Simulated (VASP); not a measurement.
Input:

```
CELL_PARAMETERS angstrom
      0.00000     2.69011     2.69011
      2.69011     0.00000     2.69011
      2.69011     2.69011     0.00000
ATOMIC_POSITIONS crystal
  K  0.00000 0.00000 0.00000
  F  0.50000 0.50000 0.50000
```

All values below come from revTPSS meta-GGA, VASP's PBE PAW potentials (set 64) (plane waves; VASP). Numerical set-up: 520 eV cut-off, 10×10×10 Γ-centred mesh, tetrahedra with Blöchl corrections, potentials K_sv F.

Task: Give the energies of bands 6 to 10 at the high-symmetry points, in eV from the valence-band maximum.

Result: 
```
band      Γ      X      U      L      W
----  -----  -----  -----  -----  -----
6      0.00  -0.21  -0.32  -0.75  -0.39
7      0.00  -0.06  -0.20  -0.33  -0.16
8      0.00  -0.06  -0.19  -0.33  -0.16
9      6.46   8.55   9.28   9.38  10.05
10    11.04  10.60  11.02  10.84  10.05
```

The gap is direct, 6.46 eV, from the valence maximum at Γ to the conduction minimum at Γ.

Measured: gap 10.90 eV (computed value off by -4.44 eV), as given by David Koller et al., Journal of Physics Condensed Matter (2013), arXiv:1304.4470.

The compound is KF in the rock salt structure. It was relaxed first.
